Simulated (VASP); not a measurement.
# Al2O3 (R-3c) in VASP: further runs, part 2 of 2

VASP 6.6.1. Earlier steps stand in the parts before.

## Step 3: Electric field gradients, PBE

The input, INCAR:

```
PREC     = Accurate       # precision mode
ENCUT    = 520            # plane-wave cutoff, eV
EDIFF    = 1E-8           # SCF threshold, eV
ISMEAR   = 0              # smearing method
SIGMA    = 0.01           # smearing width, eV
LREAL    = Auto         
LASPH    = True           # aspherical terms in the spheres
NELM     = 100            # most SCF steps
ALGO     = Fast           # electronic algorithm
ISIF     = 2              # what is computed and relaxed
LWAVE    = False          # write WAVECAR
LCHARG   = False          # write CHGCAR
GGA      = PE             # functional
LEFG     = True         
NBANDS   = 122            # bands
```

The input, KPOINTS:

```
regular mesh
0
Gamma
  3 3 3
```

The input, POSCAR:

```
Al2O3
1.0
   -4.8050272208     -2.7741837594      4.3720844159
    4.8050272208     -2.7741837594      4.3720844159
    0.0000000000      5.5483675188      4.3720844159
Al O
16 24
Direct
    0.6479040000      0.6479040000      0.6479040000
    0.1479040000      0.1479040000      0.6479040000
    0.1479040000      0.6479040000      0.1479040000
    0.6479040000      0.1479040000      0.1479040000
    0.8520960000      0.8520960000      0.8520960000
    0.3520960000      0.3520960000      0.8520960000
    0.3520960000      0.8520960000      0.3520960000
    0.8520960000      0.3520960000      0.3520960000
    0.1479040000      0.1479040000      0.1479040000
    0.6479040000      0.6479040000      0.1479040000
    0.6479040000      0.1479040000      0.6479040000
    0.1479040000      0.6479040000      0.6479040000
    0.3520960000      0.3520960000      0.3520960000
    0.8520960000      0.8520960000      0.3520960000
    0.8520960000      0.3520960000      0.8520960000
    0.3520960000      0.8520960000      0.8520960000
    0.4030727500      0.5969272500      0.2500000000
    0.9030727500      0.0969272500      0.2500000000
    0.9030727500      0.5969272500      0.7500000000
    0.4030727500      0.0969272500      0.7500000000
    0.4030727500      0.7500000000      0.5969272500
    0.9030727500      0.2500000000      0.5969272500
    0.9030727500      0.7500000000      0.0969272500
    0.4030727500      0.2500000000      0.0969272500
    0.5969272500      0.2500000000      0.4030727500
    0.0969272500      0.7500000000      0.4030727500
    0.0969272500      0.2500000000      0.9030727500
    0.5969272500      0.7500000000      0.9030727500
    0.2500000000      0.4030727500      0.5969272500
    0.7500000000      0.9030727500      0.5969272500
    0.7500000000      0.4030727500      0.0969272500
    0.2500000000      0.9030727500      0.0969272500
    0.7500000000      0.5969272500      0.4030727500
    0.2500000000      0.0969272500      0.4030727500
    0.2500000000      0.5969272500      0.9030727500
    0.7500000000      0.0969272500      0.9030727500
    0.5969272500      0.4030727500      0.7500000000
    0.0969272500      0.9030727500      0.7500000000
    0.0969272500      0.4030727500      0.2500000000
    0.5969272500      0.9030727500      0.2500000000
```

Potentials or basis: VASP PAW PBE potentials, release 64 (Al, O).

Launch:

```sh
> cat potpaw_PBE.64/Al/POTCAR potpaw_PBE.64/O/POTCAR > POTCAR
> mpirun -np 1 vasp_std > vasp.out
```

OUTCAR:

```text
PREC = Accurate
   ENCUT = 520
   EDIFF = 1E-8
   ISMEAR = 0
   LREAL = Auto
   LASPH = True
   NELM = 100
   ISIF = 2
   GGA = PE

 ion  position               nearest neighbor table
   1  0.648  0.648  0.648-  21 1.87  37 1.87  33 1.87  19 1.99  28 1.99  30 1.99   5 2.68  15 2.82
                            16 2.82  14 2.82   8 3.25   7 3.25   6 3.25
   2  0.148  0.148  0.648-  22 1.87  38 1.87  34 1.87  20 1.99  27 1.99  29 1.99   6 2.68  15 2.82
                            16 2.82  13 2.82   8 3.25   7 3.25   5 3.25
   3  0.148  0.648  0.148-  23 1.87  39 1.87  35 1.87  17 1.99  26 1.99  32 1.99   7 2.68  13 2.82
                            14 2.82  16 2.82   5 3.25   6 3.25   8 3.25
   4  0.648  0.148  0.148-  24 1.87  40 1.87  36 1.87  18 1.99  25 1.99  31 1.99   8 2.68  13 2.82
                            14 2.82  15 2.82   5 3.25   6 3.25   7 3.25
   5  0.852  0.852  0.852-  36 1.87  38 1.87  23 1.87  19 1.99  28 1.99  30 1.99   1 2.68  11 2.82
                            12 2.82  10 2.82   4 3.25   3 3.25   2 3.25
   6  0.352  0.352  0.852-  35 1.87  37 1.87  24 1.87  20 1.99  27 1.99  29 1.99   2 2.68  11 2.82
                            12 2.82   9 2.82   4 3.25   3 3.25   1 3.25
   7  0.352  0.852  0.352-  34 1.87  40 1.87  21 1.87  17 1.99  26 1.99  32 1.99   3 2.68   9 2.82
                            10 2.82  12 2.82   1 3.25   2 3.25   4 3.25
   8  0.852  0.352  0.352-  33 1.87  39 1.87  22 1.87  18 1.99  25 1.99  31 1.99   4 2.68   9 2.82
                            10 2.82  11 2.82   1 3.25   2 3.25   3 3.25
   9  0.148  0.148  0.148-  32 1.87  18 1.87  27 1.87  39 1.99  34 1.99  24 1.99  13 2.68   8 2.82
[... 46 lines left out ...]
 A1 = (  -4.8050272208,  -2.7741837594,   4.3720844159)
[... 949 lines left out ...]
   1      -2.922    -2.922     5.844    -0.000    -0.000     0.000
   2      -2.922    -2.922     5.844     0.000    -0.000     0.000
   3      -2.922    -2.922     5.844     0.000    -0.000     0.000
   4      -2.922    -2.922     5.844     0.000    -0.000     0.000
   5      -2.922    -2.922     5.844    -0.000     0.000     0.000
   6      -2.922    -2.922     5.844    -0.000     0.000     0.000
[... 32 lines left out ...]
  39       9.547    -6.132    -3.415     0.000    -0.000   -34.197
  40       9.547    -6.132    -3.415     0.000     0.000   -34.197
---------------------------------------------------------------------

 Electric field gradients after diagonalization (V/A^2)
 (convention: |V_zz| > |V_xx| > |V_yy|)
----------------------------------------------------------------------
 ion       V_xx      V_yy      V_zz     asymmetry (V_yy - V_xx)/ V_zz
----------------------------------------------------------------------
   1      -2.922    -2.922     5.844       0.000
   2      -2.922    -2.922     5.844       0.000
   3      -2.922    -2.922     5.844       0.000
   4      -2.922    -2.922     5.844       0.000
   5      -2.922    -2.922     5.844       0.000
   6      -2.922    -2.922     5.844       0.000
[... 32 lines left out ...]
  39      29.450     9.547   -38.997       0.510
  40      29.450     9.547   -38.997       0.510
----------------------------------------------------------------------

           NMR quadrupolar parameters

 Cq : quadrupolar parameter    Cq=e*Q*V_zz/h
 eta: asymmetry parameters     (V_yy - V_xx)/ V_zz
 Q  : nuclear electric quadrupole moment in mb (millibarn)
----------------------------------------------------------------------
 ion       Cq(MHz)       eta       Q (mb)
----------------------------------------------------------------------
   1       0.014       0.000       1.000
   2       0.014       0.000       1.000
   3       0.014       0.000       1.000
   4       0.014       0.000       1.000
   5       0.014       0.000       1.000
   6       0.014       0.000       1.000
[... 32 lines left out ...]
  39      -0.094       0.510       1.000
  40      -0.094       0.510       1.000
----------------------------------------------------------------------
```

OSZICAR:

```text
N       E                     dE             d eps       ncg     rms          rms(c)
DAV:   1     0.104249151257E+04    0.10425E+04   -0.10228E+05  1472   0.150E+03
DAV:   2    -0.262561734448E+03   -0.13051E+04   -0.12757E+04  1764   0.323E+02
DAV:   3    -0.330399568512E+03   -0.67838E+02   -0.67540E+02  1744   0.787E+01
[... 14 lines left out ...]
RMM:  18    -0.299259098974E+03   -0.30679E-06   -0.29265E-06  1773   0.451E-03    0.920E-04
RMM:  19    -0.299259099065E+03   -0.91450E-07   -0.72887E-07  1770   0.227E-03    0.176E-03
RMM:  20    -0.299259098996E+03    0.69464E-07   -0.10766E-07  1635   0.817E-04    0.134E-03
RMM:  21    -0.299259098867E+03    0.12852E-06   -0.12239E-07  1735   0.960E-04    0.360E-04
RMM:  22    -0.299259098859E+03    0.81291E-08   -0.11310E-08  1180   0.306E-04
   1 F= -.29925910E+03 E0= -.29925910E+03  d E =-.508014E-55
```

It took 4.3 min on 1 thread of Intel Xeon Platinum 8559C (Emerald Rapids), shared host; peak memory 0.46 GiB.

Results:

```yaml
Free_energy: -299.2591 eV
Pressure: 0.4 GPa
Largest_force: 0.014 eV/Å
Band_gap_on_the_k_mesh: 5.88 eV
```

Forces in eV/Å, atoms in the order of the input:
```
Al   0.000  0.000 -0.014
Al   0.000  0.000 -0.014
Al   0.000  0.000 -0.014
Al   0.000  0.000 -0.014
Al   0.000  0.000  0.014
Al   0.000  0.000  0.014
Al   0.000  0.000  0.014
Al   0.000  0.000  0.014
Al   0.000  0.000 -0.014
Al   0.000  0.000 -0.014
Al   0.000  0.000 -0.014
Al   0.000  0.000 -0.014
Al   0.000  0.000  0.014
Al   0.000  0.000  0.014
Al   0.000  0.000  0.014
Al   0.000  0.000  0.014
O   -0.010  0.000  0.000
O   -0.010  0.000  0.000
O   -0.010  0.000  0.000
O   -0.010  0.000  0.000
O   -0.005 -0.009  0.000
O   -0.005 -0.009  0.000
O   -0.005 -0.009  0.000
O   -0.005 -0.009  0.000
O    0.005  0.009  0.000
O    0.005  0.009  0.000
O    0.005  0.009  0.000
O    0.005  0.009  0.000
O    0.005 -0.009  0.000
O    0.005 -0.009  0.000
O    0.005 -0.009  0.000
O    0.005 -0.009  0.000
O   -0.005  0.009  0.000
O   -0.005  0.009  0.000
O   -0.005  0.009  0.000
O   -0.005  0.009  0.000
O    0.010  0.000  0.000
O    0.010  0.000  0.000
O    0.010  0.000  0.000
O    0.010  0.000  0.000
```

Stress tensor (GPa, compression positive):
```
0.41 0.00 0.00
0.00 0.41 0.00
0.00 0.00 0.25
```

Electric field gradients, principal values (V/Å²):
| atom | Vxx | Vyy | Vzz |
| --- | --- | --- | --- |
| 1 Al | -2.922 | -2.922 | 5.844 |
| 2 Al | -2.922 | -2.922 | 5.844 |
| 3 Al | -2.922 | -2.922 | 5.844 |
| 4 Al | -2.922 | -2.922 | 5.844 |
| 5 Al | -2.922 | -2.922 | 5.844 |
| 6 Al | -2.922 | -2.922 | 5.844 |
| 7 Al | -2.922 | -2.922 | 5.844 |
| 8 Al | -2.922 | -2.922 | 5.844 |
| 9 Al | -2.922 | -2.922 | 5.844 |
| 10 Al | -2.922 | -2.922 | 5.844 |
| 11 Al | -2.922 | -2.922 | 5.844 |
| 12 Al | -2.922 | -2.922 | 5.844 |
| 13 Al | -2.922 | -2.922 | 5.844 |
| 14 Al | -2.922 | -2.922 | 5.844 |
| 15 Al | -2.922 | -2.922 | 5.844 |
| 16 Al | -2.922 | -2.922 | 5.844 |
| 17 O | 9.547 | 29.450 | -38.997 |
| 18 O | 9.547 | 29.450 | -38.997 |
| 19 O | 9.547 | 29.450 | -38.997 |
| 20 O | 9.547 | 29.450 | -38.997 |
| 21 O | 9.547 | 29.450 | -38.997 |
| 22 O | 9.547 | 29.450 | -38.997 |
| 23 O | 9.547 | 29.450 | -38.997 |
| 24 O | 9.547 | 29.450 | -38.997 |
| 25 O | 9.547 | 29.450 | -38.997 |
| 26 O | 9.547 | 29.450 | -38.997 |
| 27 O | 9.547 | 29.450 | -38.997 |
| 28 O | 9.547 | 29.450 | -38.997 |
| 29 O | 9.547 | 29.450 | -38.997 |
| 30 O | 9.547 | 29.450 | -38.997 |
| 31 O | 9.547 | 29.450 | -38.997 |
| 32 O | 9.547 | 29.450 | -38.997 |
| 33 O | 9.547 | 29.450 | -38.997 |
| 34 O | 9.547 | 29.450 | -38.997 |
| 35 O | 9.547 | 29.450 | -38.997 |
| 36 O | 9.547 | 29.450 | -38.997 |
| 37 O | 9.547 | 29.450 | -38.997 |
| 38 O | 9.547 | 29.450 | -38.997 |
| 39 O | 9.547 | 29.450 | -38.997 |
| 40 O | 9.547 | 29.450 | -38.997 |

## Step 4: Comparison with measurements

Step 2. Against the measured gap of Al2O3, 8.7 eV (optical; quoted in “Multi-petahertz electron interference in Cr:Al2O3 solid-state material”, 2018, pmc:5906618), the calculated 5.88 eV is off by -2.82 eV. The value is that of PBE, without temperature or zero-point motion. Semilocal functionals fall short of measured gaps as a rule. The cell is a database's relaxed one, not the measured one, which moves gaps too.

Step 3. A measured gap of Al2O3 is 8.7 eV (optical; quoted in “Multi-petahertz electron interference in Cr:Al2O3 solid-state material”, 2018, pmc:5906618); the calculated 5.88 eV misses it by -2.82 eV. The value is that of PBE, without temperature or zero-point motion. Semilocal functionals fall short of measured gaps as a rule. The cell is a database's relaxed one, not the measured one, which moves gaps too.
